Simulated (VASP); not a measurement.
A run of VASP 6.6.1 is set up as follows.

INCAR

```
SYSTEM = Zn
ALGO     = Normal         ! electronic algorithm
EDIFF    = 1E-7           ! SCF threshold, eV
EDIFFG   = -0.005         ! ionic threshold
ENCUT    = 600            ! plane-wave cutoff, eV
GGA      = PE             ! functional
IBRION   = 2              ! ionic algorithm
ISIF     = 3              ! what is computed and relaxed
ISMEAR   = 1              ! smearing method
IVDW     = 12             ! dispersion correction
LASPH    = .TRUE.         ! aspherical terms in the spheres
LCHARG   = .FALSE.        ! write CHGCAR
LREAL    = .FALSE.        ! projectors in reciprocal space
LWAVE    = .FALSE.        ! write WAVECAR
NELM     = 80             ! most SCF steps
NSW      = 90             ! ionic steps
PREC     = Accurate       ! precision mode
SIGMA    = 0.1            ! smearing width, eV
```

The input KPOINTS:

```
k-points
0
G
  18 18 8
  0 0 0
```

File POSCAR:

```
Zn                                      
1.0
    2.6245807634     -0.0000000000      0.0000000000
   -1.3122903817      2.2729536154      0.0000000000
    0.0000000000     -0.0000000000      4.7955427167
  Zn            
     2
Direct
     0.3333333332999970    0.6666666667000030    0.2500000000000000
     0.6666666667000030    0.3333333332999970    0.7500000000000000
```

Potentials or basis: VASP PAW PBE potentials, release 64 (Zn).

Run with:

```console
$ cat potpaw_PBE.64/Zn/POTCAR > POTCAR
$ mpirun -np 1 vasp_std > vasp.out
```

Problem. What does it give for the space group after relaxing (to 0.05 Å)?

Solution. P6_3/mmc (No. 194).

Problem. Estimate the relaxed volume.

Solution. 14.29 Å³/atom.

Final structure:
```
Zn
1.0
     2.62364    0.00000    0.00000
    -1.31182    2.27214    0.00000
     0.00000    0.00000    4.79359
Zn
2
Direct
  0.33333 0.66667 0.25000
  0.66667 0.33333 0.75000
```

Caveat: pairwise dispersion overbinds metals, which lowers pressure and volume.
